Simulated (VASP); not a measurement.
Here is the system:

```
CoSi2
1.0
    0.00000     2.60228     2.60228
    2.60228     0.00000     2.60228
    2.60228     2.60228     0.00000
Co Si
1 2
Direct
  0.00000   0.00000   0.00000
  0.25000   0.25000   0.25000
  0.75000   0.75000   0.75000
```

The numbers are results of r2SCAN meta-GGA, VASP's PBE PAW potentials (set 64) (plane waves; VASP 6.6.1), not measurements. Settings: 520 eV cut-off, 10×10×10 Γ-centred mesh, first-order Methfessel-Paxton smearing of 0.10 eV, potentials Co Si.

### Question
Predict the energy per atom (σ→0), pressure, band gap (on the k-mesh) with the smallest direct gap where there is one.

### Answer

```
Quantity                                                    Result
------------------------  ----------------------------------------
band gap (on the k-mesh)  none (metal, semimetal or under 0.01 eV)
energy per atom (σ→0)                              -10639 meV/atom
pressure                                                 14.25 GPa
```

The compound is CoSi2 in the fluorite structure. This cell is one point of a volume scan, at 0.94 of the reference volume. The run is not spin-polarised, so no magnetic state was tried. The electron count is odd and the run is not spin-polarised, which forces a metal.
